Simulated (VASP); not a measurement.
Here is the system:

```
CELL_PARAMETERS angstrom
      1.35500    -2.34693     0.00000
      1.35500     2.34693     0.00000
      0.00000     0.00000     4.28000
ATOMIC_POSITIONS crystal
  Ru 0.33333 0.66667 0.25000
  Ru 0.66667 0.33333 0.75000
```

Calculation: PBE GGA with D3 dispersion (Becke-Johnson damping), VASP's PBE PAW potentials (set 64) (plane waves; VASP). Numerical set-up: 520 eV cut-off, 14×14×8 Γ-centred mesh, first-order Methfessel-Paxton smearing of 0.10 eV, potentials Ru_pv.

**Question.** The ions, cell shape and volume are relaxed. Which structure does the run end with?

**Answer.** 
```
CELL_PARAMETERS angstrom
      1.34973    -2.33781     0.00000
      1.34973     2.33781     0.00000
      0.00000     0.00000     4.25981
ATOMIC_POSITIONS crystal
  Ru 0.33333 0.66667 0.25000
  Ru 0.66667 0.33333 0.75000
```
Space group P6_3/mmc (194), at a tolerance of 0.03 Å.

**Question.** How do energy and volume change from the first to the last step?

**Answer.** The energy (σ→0) changes by -2.2 meV/atom and the volume by -1.2 %, in 4 ionic steps.

The compound is Ru in the hcp structure. This run relaxes it. Symmetry was kept, so distortions that lower it aren't found.
